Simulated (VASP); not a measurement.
An input for Ansatz (written as the equivalent of a VASP run, and not itself run):

Ansatz 0.2 input:
```yaml
crystal:
  lattice:
    - [1.3639104, -2.3623621, 0.0000000]
    - [1.3639104, 2.3623621, 0.0000000]
    - [0.0000000, 0.0000000, 4.4153978]
  atoms:
    - { symbol: Re, position: [0.3333330, 0.6666670, 0.2500000] }
    - { symbol: Re, position: [0.6666670, 0.3333330, 0.7500000] }
kpoints:
  mp_grid: { grid: [15, 15, 8] }
hamiltonian:
  xc: lda
  pseudopotentials: { kind: paw }
scf:
  occupations: { method: methfessel_paxton, width: 0.1 }
  max_iter: 100
relax:
  max_steps: 40
  f_tol: 0.02
  cell: { p_target: 10 }
output: { forces: true, stress: true, eigenvalues: true }
```

Problem. Write the VASP files for the same calculation (LDA).

Solution. Several could match; the one computed here: 
KPOINTS:
```
Automatic mesh
0
Gamma
15 15 8
0 0 0
```

**INCAR**
```
# general
SYSTEM   =  Re
PREC     =  Accurate
ENCUT    =  500
LREAL    =  F
LASPH    =  T

# electronic loop
EDIFF    =  1E-6
NELM     =  100
ALGO     =  Normal
LMAXMIX  =  6

# smearing
ISMEAR   =  1
SIGMA    =  0.1

# ions
IBRION   =  2
NSW      =  40
ISIF     =  3
EDIFFG   =  -0.02
PSTRESS  =  100

# output
LWAVE    =  F
LCHARG   =  F
```

**POSCAR**
```
Re
1
    1.3639104384    -2.3623620649     0.0000000000
    1.3639104384     2.3623620649     0.0000000000
    0.0000000000     0.0000000000     4.4153977887
Re
2
Direct
  0.3333330000   0.6666670000   0.2500000000
  0.6666670000   0.3333330000   0.7500000000
```

POTCAR, in this order: Re (LDA.64 set). Program: vasp_std.

The two are equivalent in intent, not identical: each code has its own PAW files, so the cut-off isn't converted (ENCUT is set for VASP's; basis.ecutwfc is left out, and Ansatz then takes the one that its files recommend); Ansatz stops its SCF on the density residual and VASP on the energy change (EDIFF); Ansatz's lda is the Perdew-Wang form, while the LDA potentials of VASP carry Perdew-Zunger's.

The compound is Re in the hcp structure. This run relaxes it under an external pressure of 10 GPa. Symmetry was kept, so distortions that lower it aren't found.
